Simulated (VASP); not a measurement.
Method: PBEsol GGA, VASP's PBE PAW potentials (set 64) (plane waves; VASP).

Input for VASP

### INCAR
```
SYSTEM = ZrO2
PREC = Accurate
ENCUT = 600
EDIFF = 1E-7
NELM = 100
ALGO = Normal
LREAL = .FALSE.
LASPH = .TRUE.
ISMEAR = 0
SIGMA = 0.05
GGA = PS
LMAXMIX = 4
LWAVE = .FALSE.
LCHARG = .FALSE.
ISIF = 2
```

POSCAR:
```
ZrO2
1.0
  0.0000000000   2.5336762499   2.5336762499
  2.5336762499   0.0000000000   2.5336762499
  2.5336762499   2.5336762499   0.0000000000
Zr O
1 2
direct
  0.0000000000   0.0000000000   0.0000000000
  0.2500000000   0.2500000000   0.2500000000
  0.7500000000   0.7500000000   0.7500000000
```

File KPOINTS:
```
Automatic mesh
0
gamma
 8 8 8
0 0 0
```

POTCAR, in this order: Zr_sv O (PBE.64 set). Program: vasp_std.

Problem. What does the run give for the energy per atom (σ→0), band gap (on the k-mesh)?

Solution. 
- energy per atom (σ→0) = -9.976 eV/atom
- band gap (on the k-mesh) = 3.32 eV

### OSZICAR
```
...
DAV:  10    -0.299295397827E+02   -0.50139E-03   -0.47236E-03  1024   0.694E-01    0.142E-01
DAV:  11    -0.299295322227E+02    0.75600E-05   -0.14641E-03  1160   0.328E-01    0.129E-01
DAV:  12    -0.299294796603E+02    0.52562E-04   -0.27131E-04  1072   0.132E-01    0.465E-03
DAV:  13    -0.299294804839E+02   -0.82358E-06   -0.86362E-06  1152   0.239E-02    0.313E-03
DAV:  14    -0.299294805780E+02   -0.94105E-07   -0.17875E-06  1136   0.878E-03    0.538E-03
DAV:  15    -0.299294804205E+02    0.15749E-06   -0.20170E-07   848   0.424E-03    0.677E-04
DAV:  16    -0.299294804090E+02    0.11567E-07   -0.17151E-08   624   0.116E-03
   1 F= -.29929480E+02 E0= -.29929480E+02  d E =-.618437E-14
```

The compound is ZrO2 in the fluorite structure, the high-temperature cubic form, which is unstable at 0 K; the monoclinic form is the stable one. It was relaxed first.
